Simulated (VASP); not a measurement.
Cost and result of VASP (PAW) for the bulk modulus of CdS (zinc blende). Static lattice, third-order Birch-Murnaghan fit over five volumes. The cost counts the five points of the equation of state, each on the mesh and cut-off of its row, so the ratios hold those differences too. With PBE it took about 40 core-seconds. The timings are rough (shared machines, no repeats); factors under 2 mean little.

```
level   k-mesh  cut-off (eV)  bulk modulus (GPa)         cost over PBE
------  ------  ------------  ------------------  --------------------
LDA      8×8×8           520          (withheld)  within a factor of 2
PBE      8×8×8           520                53.3             reference
PBEsol   8×8×8           520                61.2  within a factor of 2
r2SCAN   8×8×8           520                60.5         about 4 times
SCAN     8×8×8           520                60.5            (withheld)
```

Fill in the missing entries.

- LDA, bulk modulus (GPa): 67.8
- SCAN, cost over PBE: about 5 times

Left out are levels that failed, ran on another kind of processor or have no fit band path; at most nine are shown.

The compound is CdS in the zinc blende structure, a metastable form; wurtzite is the usual one.
